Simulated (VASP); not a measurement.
# EuNi2 (P6/mmm) in VASP: notebook

The runs below take EuNi2 through single point, relaxation of cell and atoms, with PBEsol.

Everything below comes from runs of VASP 6.6.1. Logs are shortened: lines on timing, memory, paths and dates and some standing lists are left out, and cuts for length are marked.

## Step 1: The structure

It takes space group P6/mmm (No. 191, hexagonal). Conventional cell: a = 3.914 Å, b = 3.914 Å, c = 3.996 Å, α = 90.00°, β = 90.00°, γ = 120.00°. Eu (site symmetry 6/mmm) has 12 Ni at 3.02 Å as nearest neighbours. Ni (site symmetry -6m2) has 3 Ni at 2.26 Å as nearest neighbours.

The cell comes from a database or a generator and needn't be the stable form of this composition.

## Step 2: Single point, PBEsol, collinear spin, typed start

INCAR reads:

```
SYSTEM = EuNi2
PREC     = Accurate       ! precision mode
ENCUT    = 520            ! plane-wave cutoff, eV
EDIFF    = 1E-6           ! SCF threshold, eV
ISMEAR   = 0              ! smearing method
SIGMA    = 0.05           ! smearing width, eV
LREAL    = .False.        ! projectors in reciprocal space
LASPH    = .True.         ! aspherical terms in the spheres
NELM     = 150            ! most SCF steps
ALGO     = Normal         ! electronic algorithm
ISIF     = 2              ! what is computed and relaxed
LWAVE    = .False.        ! write WAVECAR
LCHARG   = .False.        ! write CHGCAR
ISPIN    = 2              ! spin polarisation
MAGMOM   = 7 0.8 0.8      ! initial moments
LORBIT   = 11             ! projections on sites
LMAXMIX  = 6              ! l up to which the mixer works
GGA      = PS             ! functional
NBANDS   = 30             ! bands
```

KPOINTS reads:

```
regular mesh
0
Gamma
  10 10 8
  0 0 0
```

POSCAR reads:

```
EuNi2
1.0
    3.9143068857      0.0000000000      0.0000000000
   -1.9571534429      3.3898892012      0.0000000000
    0.0000000000      0.0000000000      3.9956115310
Eu Ni
1 2
Direct
    0.0000000000      0.0000000000      0.0000000000
    0.3333333333      0.6666666667      0.5000000000
    0.6666666667      0.3333333333      0.5000000000
```

Potentials or basis: VASP PAW PBE potentials, release 64 (Eu, Ni).

Launch:

```console
$ cat potpaw_PBE.64/Eu/POTCAR potpaw_PBE.64/Ni/POTCAR > POTCAR
$ mpirun -np 1 vasp_std > vasp.out
```

OUTCAR:

```text
SYSTEM = EuNi2
   PREC = Accurate
   ENCUT = 520
   EDIFF = 1E-6
   ISMEAR = 0
   LREAL = .False.
   LASPH = .True.
   NELM = 150
   ISIF = 2
   ISPIN = 2
   LORBIT = 11
   GGA = PS

 ion  position               nearest neighbor table
   1  0.000  0.000  0.000-   2 3.02   3 3.02   2 3.02   3 3.02   3 3.02   3 3.02   2 3.02   2 3.02
                             3 3.02   3 3.02   2 3.02   2 3.02
   2  0.333  0.667  0.500-   3 2.26   3 2.26   3 2.26   1 3.02   1 3.02   1 3.02   1 3.02   1 3.02
                             1 3.02
   3  0.667  0.333  0.500-   2 2.26   2 2.26   2 2.26   1 3.02   1 3.02   1 3.02   1 3.02   1 3.02
                             1 3.02

  LATTYP: Found a hexagonal cell.
 ALAT       =     3.9143068857
 C/A-ratio  =     1.0207711474

  Lattice vectors:

 A1 = (   3.9143068857,   0.0000000000,   0.0000000000)
 A2 = (  -1.9571534429,   3.3898892012,   0.0000000000)
 A3 = (   0.0000000000,   0.0000000000,   3.9956115310)

Analysis of symmetry for initial positions (statically):
=====================================================================
 Subroutine PRICEL returns:
 Original cell was already a primitive cell.

 Routine SETGRP: Setting up the symmetry group for a
 hexagonal supercell.

 Subroutine GETGRP returns: Found 24 space group operations
 (whereof 24 operations were pure point group operations)
 out of a pool of 24 trial point group operations.

The static configuration has the point symmetry D_6h.

Analysis of symmetry for dynamics (positions and initial velocities):
=====================================================================
 Subroutine PRICEL returns:
 Original cell was already a primitive cell.

 Routine SETGRP: Setting up the symmetry group for a
 hexagonal supercell.

 Subroutine GETGRP returns: Found 24 space group operations
 (whereof 24 operations were pure point group operations)
 out of a pool of 24 trial point group operations.

The dynamic configuration has the point symmetry D_6h.

Analysis of structural, dynamic, and magnetic symmetry:
=====================================================================
 Subroutine PRICEL returns:
 Original cell was already a primitive cell.

 Routine SETGRP: Setting up the symmetry group for a
 hexagonal supercell.

 Subroutine GETGRP returns: Found 24 space group operations
 (whereof 24 operations were pure point group operations)
 out of a pool of 24 trial point group operations.

[... 123 lines left out ...]
  volume/ion in A,a.u.               =      17.67       119.26
  Fermi-wavevector in a.u.,A,eV,Ry     =   1.452114  2.744099 28.689741  2.108637
  Thomas-Fermi vector in A             =   2.569534
   LORBIT       =     11    0 simple, 1 ext, 2 COOP (PROOUT), +10 PAW based schemes
   GGA     = PS    functional components
   LHFCALC =     F    Hartree Fock is set to
   AEXX    =    0.0000 exact exchange contribution
   IVDW    =     0    specifies the selected vdW correction
   LEPSILON=     F    determine dielectric tensor
   LRPA    =     F    only Hartree local field effects (RPA)
 spin polarized calculation
 Gauss-broadening in eV      SIGMA  =   0.05
  energy-cutoff  :      520.00
  volume of cell :       53.02
 maximum number of plane-waves:      1485
 NGX is ok and might be reduce to    30
   NGX = 15   NGY = 15   NGZ = 15

 number of electron      36.9999996 magnetization       6.8238789

 Free energy of the ion-electron system (eV)
  ---------------------------------------------------
  ext. energy  EPLUGINS =         0.00000000
  ---------------------------------------------------
  free energy    TOTEN  =       -24.40914759 eV

  energy without entropy =      -24.39797326  energy(sigma->0) =      -24.40356043

 E-fermi :   5.2462     XC(G=0): -11.5954

 val. band max:        5.2447594596   @ k =   0.3000   0.3000   0.1250
 cond. band min:       5.2499261000   @ k =   0.3000   0.3000   0.0000
 fundamental gap:      0.0051666404
 Fermi energy:         5.2461666221

 spin component 1

 k-point     1 :       0.0000    0.0000    0.0000
  band No.  band energies     occupation
      1     -35.6332      1.00000
      2     -14.2668      1.00000
      3     -14.2081      1.00000
      4     -14.2081      1.00000
      5      -1.3589      1.00000
      6       2.0986      1.00000
[... 781 lines left out ...]
     29      11.7218      0.00000
     30      13.5388      0.00000

 [... further k-points ...]

 spin component 2

 k-point     1 :       0.0000    0.0000    0.0000
  band No.  band energies     occupation
      1     -32.6705      1.00000
      2     -12.1225      1.00000
      3     -12.0235      1.00000
      4     -12.0235      1.00000
      5      -1.0796      1.00000
      6       2.2441      1.00000
[... 781 lines left out ...]
     29      12.7190      0.00000
     30      14.1955      0.00000

 [... further k-points ...]
[... 5 lines left out ...]
  --------------------------------------------------------------------------------------
  -------------------------------------------------------------------------------------
  Total        0.0185025      0.0185025     -0.1416649     -0.0000000      0.0000000      0.0000000
  in kB        0.5591357      0.5591357     -4.2810396     -0.0000000      0.0000000      0.0000000
  external PRESSURE =      -1.0542561 kB  Pullay stress =       0.0000000 kB

 VOLUME and BASIS-vectors are now :
 -----------------------------------------------------------------------------
  energy-cutoff  :      520.00
  volume of cell :       53.02
      direct lattice vectors                 reciprocal lattice vectors
     3.914306886  0.000000000  0.000000000     0.255473071  0.147497446  0.000000000
    -1.957153443  3.389889201  0.000000000     0.000000000  0.294994892  0.000000000
     0.000000000  0.000000000  3.995611531     0.000000000  0.000000000  0.250274581

 POSITION                                       TOTAL-FORCE (eV/Angst)
 -----------------------------------------------------------------------------------
      0.00000      0.00000      0.00000         0.000000      0.000000      0.000000
     -0.00000      2.25993      1.99781        -0.000000     -0.000000      0.000000
      1.95715      1.12996      1.99781         0.000000      0.000000      0.000000
 -----------------------------------------------------------------------------------
    total drift:                                0.000000     -0.000000      0.000000

  FREE ENERGIE OF THE ION-ELECTRON SYSTEM (eV)
  ---------------------------------------------------
  free  energy   TOTEN  =       -24.4091475895 eV

  energy  without entropy=      -24.3979732643  energy(sigma->0) =      -24.40356043

 total charge

# of ion       s       p       d       f       tot
--------------------------------------------------
    1        2.064   5.703   0.447   6.479  14.693
    2        0.601   0.368   8.382   0.000   9.351
    3        0.601   0.368   8.382   0.000   9.351
--------------------------------------------------
tot          3.267   6.439  17.211   6.479  33.396

 magnetization (x)

# of ion       s       p       d       f       tot
--------------------------------------------------
    1       -0.003  -0.084   0.093   6.428   6.434
    2       -0.005   0.023  -0.017   0.000   0.000
    3       -0.005   0.023  -0.017   0.000   0.000
--------------------------------------------------
tot         -0.013  -0.039   0.059   6.428   6.435
```

stdout:

```text
POSCAR found type information on POSCAR EuNi
 POSCAR found :  2 types and       3 ions
 scaLAPACK will be used
 -----------------------------------------------------------------------------
|                                                                             |
|                                                                             |
|     You enforced a specific xc type in the INCAR file but a different       |
|     I HOPE YOU KNOW WHAT YOU ARE DOING!                                     |
|                                                                             |
 -----------------------------------------------------------------------------

 LDA part: xc-table for (Slater+PW92), standard interpolation
 POSCAR, INCAR and KPOINTS ok, starting setup
 FFT: planning ... GRIDC
 FFT: planning ... GRID_SOFT
 FFT: planning ... GRID
 WAVECAR not read
 entering main loop
```

Run time: 3.9 min. Hardware: 1 thread of Intel Xeon 6975P-C (Granite Rapids), shared host; peak memory 0.34 GiB.

Results:

| Property | Result |
| --- | --- |
| Free energy | -24.4091 eV |
| Pressure | -0.1 GPa |
| Band gap on the k mesh | none (metal or under the smearing width) |
| Net moment | 6.82 μB per cell |
| Site moments | Eu +6.43; Ni +0.00 μB |
| Valence electrons inside the program's atomic spheres | Eu 14.69; Ni 9.35 |

Caveat: the PAW data sets were made with another functional, which shifts forces and pressure a little; spin-orbit coupling is left out, which moves the levels of the heavy elements; without U or exact exchange the open f shell lies at the Fermi level, which spoils levels, moments and volumes. The state reached can hang on the start; a lower one may exist.

## Step 3: Relaxation of cell and atoms, PBEsol, collinear spin, typed start

This run uses another cell than the first one, of 19.60 Å³/atom, 1.109 times its volume.

INCAR reads:

```
SYSTEM = EuNi2
ALGO = Normal
EDIFF = 1E-7
EDIFFG = -0.01
ENCUT = 600
GGA = PS
IBRION = 2
ISIF = 3
ISMEAR = 0
ISPIN = 2
LASPH = .True.
LCHARG = .False.
LMAXMIX = 6
LORBIT = 11
LREAL = .False.
LWAVE = .False.
MAGMOM = 7 0.8 0.8
NELM = 150
NSW = 80
PREC = Accurate
SIGMA = 0.05
```

KPOINTS reads:

```
k-points
0
Gamma
  10 10 8
  0 0 0
```

POSCAR reads:

```
EuNi2
1.0
    3.9728718308      0.0000000000      0.0000000000
   -1.9864359154      3.4406079315      0.0000000000
    0.0000000000      0.0000000000      4.3016749005
Eu Ni
1 2
Direct
    0.0000000000      0.0000000000      0.0000000000
    0.3333333333      0.6666666667      0.5000000000
    0.6666666667      0.3333333333      0.5000000000
```

Potentials or basis: VASP PAW PBE potentials, release 64 (Eu, Ni).

Launch:

```console
$ cat potpaw_PBE.64/Eu/POTCAR potpaw_PBE.64/Ni/POTCAR > POTCAR
$ mpirun -np 1 vasp_std > vasp.out
```

OUTCAR:

```text
SYSTEM = EuNi2
   EDIFF = 1E-7
   EDIFFG = -0.01
   ENCUT = 600
   GGA = PS
   IBRION = 2
   ISIF = 3
   ISMEAR = 0
   ISPIN = 2
   LASPH = .True.
   LORBIT = 11
   LREAL = .False.
   NELM = 150
   NSW = 80
   PREC = Accurate

 ion  position               nearest neighbor table
   1  0.000  0.000  0.000-   2 3.14   3 3.14   2 3.14   3 3.14   3 3.14   3 3.14   2 3.14   2 3.14
                             3 3.14   3 3.14   2 3.14   2 3.14
   2  0.333  0.667  0.500-   3 2.29   3 2.29   3 2.29   1 3.14   1 3.14   1 3.14   1 3.14   1 3.14
                             1 3.14
   3  0.667  0.333  0.500-   2 2.29   2 2.29   2 2.29   1 3.14   1 3.14   1 3.14   1 3.14   1 3.14
                             1 3.14

  LATTYP: Found a hexagonal cell.
 ALAT       =     3.9728718308
 C/A-ratio  =     1.0827620632

  Lattice vectors:
[... 472 lines left out ...]
 fundamental gap:      0.0030413425
 Fermi energy:         5.2604939001

 spin component 1

 k-point     1 :       0.0000    0.0000    0.0000
  band No.  band energies     occupation
      1     -32.6523      1.00000
      2     -12.1010      1.00000
      3     -12.0091      1.00000
      4     -12.0091      1.00000
      5      -1.0645      1.00000
      6       2.2606      1.00000
[... 685 lines left out ...]
     25       9.8374      0.00000
     26      10.1464      0.00000

 [... further k-points ...]

 spin component 2

 k-point     1 :       0.0000    0.0000    0.0000
  band No.  band energies     occupation
      1     -35.6138      1.00000
      2     -14.2436      1.00000
      3     -14.1902      1.00000
      4     -14.1902      1.00000
      5      -1.3451      1.00000
      6       2.1148      1.00000
[... 717 lines left out ...]
  FREE ENERGIE OF THE ION-ELECTRON SYSTEM (eV)
  ---------------------------------------------------
  free  energy   TOTEN  =       -24.4126702137 eV

  energy  without entropy=      -24.4014357738  energy(sigma->0) =      -24.40705299

 reached required accuracy - stopping structural energy minimisation

 total charge

# of ion       s       p       d       f       tot
--------------------------------------------------
    1        2.065   5.702   0.450   6.476  14.693
    2        0.601   0.367   8.383   0.000   9.351
    3        0.601   0.367   8.383   0.000   9.351
--------------------------------------------------
tot          3.268   6.437  17.216   6.476  33.396

 magnetization (x)

# of ion       s       p       d       f       tot
--------------------------------------------------
    1        0.003   0.084  -0.093  -6.425  -6.431
    2        0.005  -0.023   0.013   0.000  -0.004
    3        0.005  -0.023   0.013   0.000  -0.004
--------------------------------------------------
tot          0.013   0.038  -0.066  -6.425  -6.439
```

CONTCAR:

```text
EuNi2
   1.00000000000000
     3.9193003733597402    0.0000000000000000    0.0000000000000000
    -1.9596501866798701    3.3942136884368943   -0.0000000000000000
     0.0000000000000000    0.0000000000000000    3.9761599620976749
  Eu              Ni
     1     2
Direct
     0.0000000000000000    0.0000000000000000    1.0000000000000000
     0.3333333332999970    0.6666666667000030    0.5000000000000000
     0.6666666667000030    0.3333333332999970    0.5000000000000000

  0.00000000E+00  0.00000000E+00  0.00000000E+00
  0.00000000E+00  0.00000000E+00  0.00000000E+00
  0.00000000E+00  0.00000000E+00  0.00000000E+00
```

Wall time 27 min (1 thread of AMD EPYC 9R45 (Zen 5), shared host); peak memory 0.37 GiB.

Results:

```yaml
Free_energy: -24.4127 eV
Relaxed_volume: 17.63 Å³/atom
Relaxed_cell: a = 3.919 Å, b = 3.919 Å, c = 3.976 Å, α = 90.00°, β = 90.00°, γ = 120.00°
Space_group_after_relaxing_to_0.05_Å: P6/mmm (No. 191)
Energy_gained_by_relaxing: 50.0 meV/atom
Ionic_steps: 8
Pressure_after_relaxing: 0.0 GPa
Band_gap_on_the_k_mesh: none (metal or under the smearing width)
Net_moment: -6.83 μB per cell
Site_moments: Eu -6.43; Ni -0.00 μB
Valence_electrons_inside_the_program's_atomic_spheres: Eu 14.69; Ni 9.35
```

Step by step:
```csv
step,energy change (eV),largest force (eV/Å),pressure (GPa),volume (Å³)
1,0.0000,0.0000,-6.75,58.80
2,-0.1131,0.0000,2.93,52.05
3,-0.1244,0.0000,0.27,53.47
4,-0.1411,0.0000,0.18,53.22
5,-0.1499,0.0000,0.17,52.80
6,-0.1499,0.0000,0.18,52.81
7,-0.1498,0.0000,-0.17,53.00
8,-0.1499,0.0000,0.00,52.89
```

Final structure:
```
Eu Ni
1.0
     3.91930    0.00000    0.00000
    -1.95965    3.39421    0.00000
     0.00000    0.00000    3.97616
Eu Ni
1 2
Cartesian
  0.0000 0.0000 3.9762
  0.0000 2.2628 1.9881
  1.9596 1.1314 1.9881
```

Caveat: the PAW data sets were made with another functional, which shifts forces and pressure a little; spin-orbit coupling is left out, which moves the levels of the heavy elements; without U or exact exchange the open f shell lies at the Fermi level, which spoils levels, moments and volumes. The state reached can hang on the start; a lower one may exist.
